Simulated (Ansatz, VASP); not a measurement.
# NiMoIrPdW: VASP beside Ansatz

```xyz
5
Lattice="2.7971 0.0000 0.0000 -1.3986 2.4224 0.0000 0.0000 0.0000 11.4897" Properties=species:S:1:pos:R:3 pbc="T T T"
Ni    0.0000    0.0000    8.1482
Mo    1.3986    0.8074    3.3809
Pd    1.3986    0.8074   10.3294
Ir    0.0000    0.0000    1.2184
W     1.3986    0.8074    6.0805
```

Change from the starting cell: volume scaled by 1.04.

Alike in both runs: task single point; functional PBE; k mesh 11 × 11 × 3; occupations fermi-dirac, width 0.05 eV; collinear spin, ferromagnetic start.

|  | VASP | Ansatz |
| --- | --- | --- |
| version | VASP 6.6.1 | Ansatz 0.2.0 |
| potentials or method | VASP PAW PBE potentials, release 64 (Ni, Mo_sv, Pd, Ir, W_sv) | Ansatz PAW |
| plane-wave cutoff (eV) | 520 | 420 |
| valence electrons in the cell | 57 | 81 |

Ansatz gave:

* gap on the k mesh at the Fermi level (eV): none
* pressure (GPa): -8.6
* largest component of the traceless stress (GPa): 0.25
* rms of the force components (eV/Å): 0.048
* net moment per atom (μB): 0.00

Estimate VASP's values.

gap on the k mesh at the Fermi level (eV): none; pressure (GPa): -8.3; largest component of the traceless stress (GPa): 0.28; rms of the force components (eV/Å): 0.042; net moment per atom (μB): 0.00.

Atom by atom the forces differ by 0.010 eV/Å (rms over components). A gap of «none» marks a metal or a gap that the smearing closes. With one functional, cell and mesh, what is left measures potentials, basis and numerics. The two sets of potentials don't hold the same shells in valence.

Caveats: the starting moments weren't kept (Ansatz). The runs have no spin-orbit coupling, so splittings on Ir, W are missing.
